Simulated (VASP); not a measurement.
Crystal: CaHBr.

```
Ca H Br
1.0
     3.85800    0.00000    0.00000
     0.00000    3.85800    0.00000
     0.00000    0.00000    7.91100
Ca H Br
2 2 2
Cartesian
  0.0000 1.9290 1.1075
  1.9290 0.0000 6.8035
  0.0000 0.0000 0.0000
  1.9290 1.9290 0.0000
  0.0000 1.9290 5.3004
  1.9290 0.0000 2.6106
```

- Program: VASP 6.6.1
- Task: relaxation of cell and atoms
- Functional: LDA
- Potentials or basis: VASP PAW LDA potentials, release 64 (Ca_sv, H, Br)
- Cutoff: 600 eV
- k mesh: 7 × 7 × 3
- Occupations: fermi-dirac, width 0.05 eV
- Spin: no spin polarisation

At the start: pressure -2.5 GPa; volume 19.62 Å³/atom.

How do energy, volume and symmetry change on relaxing?

Over 18 steps the energy falls by 52.6 meV/atom and the volume is 17.71 Å³/atom (-9.8 %); space group P4/nmm (No. 129, to 0.05 Å).

The path:
```csv
step,energy change (eV),largest force (eV/Å),pressure (GPa),volume (Å³)
1,0.0000,1.1303,-2.46,117.75
2,-0.1929,0.8070,-0.86,112.69
3,-0.2634,0.3796,1.54,107.28
4,-0.2640,0.4151,1.33,107.68
5,-0.2927,0.1470,0.30,109.68
6,-0.2957,0.1383,-0.14,110.59
7,-0.2985,0.1198,-0.13,110.39
8,-0.3038,0.0620,-0.06,109.76
9,-0.2987,0.0628,0.13,108.51
10,-0.3045,0.0299,0.00,109.43
11,-0.3066,0.0223,-0.10,109.25
12,-0.3095,0.0880,-0.36,108.69
13,-0.3106,0.0852,-0.28,108.34
14,-0.3129,0.0783,-0.02,107.28
15,-0.3126,0.0679,0.55,105.15
16,-0.3136,0.0732,0.26,106.26
17,-0.3146,0.0432,0.16,106.25
18,-0.3153,0.0022,0.02,106.23
```

Final structure:
```
CELL_PARAMETERS angstrom
3.78615 0.00000 0.00000
0.00000 3.78615 0.00000
0.00000 0.00000 7.41088
ATOMIC_POSITIONS crystal
Ca 0.00000 0.50000 0.17011
Ca 0.50000 0.00000 0.82989
H 0.00000 0.00000 0.00000
H 0.50000 0.50000 0.00000
Br 0.00000 0.50000 0.66307
Br 0.50000 0.00000 0.33693
```
